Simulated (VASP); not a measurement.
Nb3TiC4 (ordered alloy cell): computed properties

These are PBEsol GGA, VASP's PBE PAW potentials (set 64) (plane waves; VASP) values and carry that method's errors.

```
Item                                                                   Value
----------------------------------  ----------------------------------------
space group                                                      Pm-3m (221)
cell                                 a = b = c = 4.415 Å, α = β = γ = 90.00°
volume per atom                                                10.76 Å³/atom
band gap (over mesh and band path)  none (metal, semimetal or under 0.01 eV)
density                                                           7.23 g/cm³
```

```yaml
crystal:
  lattice:
    - [4.41542, 0.00000, 0.00000]
    - [0.00000, 4.41542, 0.00000]
    - [0.00000, 0.00000, 4.41542]
  atoms:
    - { symbol: Ti, position: [0.00000, 0.00000, 0.00000] }
    - { symbol: C, position: [0.50000, 0.50000, 0.50000] }
    - { symbol: C, position: [0.00000, 0.00000, 0.50000] }
    - { symbol: C, position: [0.00000, 0.50000, 0.00000] }
    - { symbol: C, position: [0.50000, 0.00000, 0.00000] }
    - { symbol: Nb, position: [0.50000, 0.50000, 0.00000] }
    - { symbol: Nb, position: [0.50000, 0.00000, 0.50000] }
    - { symbol: Nb, position: [0.00000, 0.50000, 0.50000] }
```

The structure was generated: Nb3TiC4 was put into an ordered model structure (Pm-3m), which need not be its known phase. It was relaxed first. Symmetry was kept, so distortions that lower it aren't found. The electron count is odd and the run is not spin-polarised, which forces a metal.
